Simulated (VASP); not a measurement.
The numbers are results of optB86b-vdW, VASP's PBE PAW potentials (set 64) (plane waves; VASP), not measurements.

A VASP calculation is set up with these files.

### KPOINTS
```
K-points
0
Gamma
  6 6 6
```

### INCAR
```
! general
SYSTEM  =CdTe
PREC    =Accurate
ENCUT   =520   ! plane-wave cut-off (eV)
LREAL   =.FALSE.   ! projection in real space or not
LASPH   =.TRUE.   ! aspherical one-centre terms

! electronic loop
EDIFF   =1E-6
NELM    =100
ALGO    =Normal   ! blocked Davidson
LMAXMIX =4   ! l cut-off of mixed one-centre charges

! smearing
ISMEAR  =0
SIGMA   =0.05   ! width (eV)

! functional
GGA     =MK
LUSE_VDW=.TRUE.
AGGAC   =0.0
PARAM1  =0.1234
PARAM2  =1.0

! ions
IBRION  =2   ! conjugate gradients
NSW     =60
ISIF    =3   ! ions, shape and volume
EDIFFG  =-0.01   ! ionic stop

! output
LWAVE   =.FALSE.
LCHARG  =.FALSE.
```

**POSCAR**
```
CdTe
1.0
  0.0000000000   3.2400000000   3.2400000000
  3.2400000000   0.0000000000   3.2400000000
  3.2400000000   3.2400000000   0.0000000000
Cd Te
1 1
Cart
  0.0000000000   0.0000000000   0.0000000000
  1.6200000000   1.6200000000   1.6200000000
```

POTCAR, in this order: Cd Te (PBE.64 set). Program: vasp_std.

Energy and stress use the plane-wave basis of the starting cell. Unless said otherwise, spin-orbit coupling is left out, though it shifts the bands of the heavy elements here.

Task: What does the run give for the energy per atom (σ→0), volume per atom, band gap (on the k-mesh)?

Result: 
```yaml
energy per atom (σ→0): 0.159 eV/atom
band gap (on the k-mesh): 0.56 eV
volume_per_atom: 35.23 Å³/atom
```

**OSZICAR**
```
...
DAV:   1     0.300696831061E+00   -0.18868E-01   -0.37052E-01   456   0.788E+00    0.974E-01
DAV:   2     0.316837564278E+00    0.16141E-01   -0.44838E-02   446   0.328E+00    0.312E-01
DAV:   3     0.318460313847E+00    0.16227E-02   -0.41192E-03   431   0.678E-01    0.261E-01
DAV:   4     0.318681445303E+00    0.22113E-03   -0.41744E-04   451   0.169E-01    0.497E-02
DAV:   5     0.318691262305E+00    0.98170E-05   -0.44216E-05   434   0.875E-02    0.365E-02
DAV:   6     0.318689684749E+00   -0.15776E-05   -0.12888E-05   421   0.372E-02    0.106E-02
DAV:   7     0.318690210685E+00    0.52594E-06   -0.11581E-06   218   0.136E-02
   3 F= 0.31869021E+00 E0= 0.31869021E+00  d E =-.109991E-01
```

The compound is CdTe in the zinc blende structure. This run relaxes it. Symmetry was kept, so distortions that lower it aren't found.
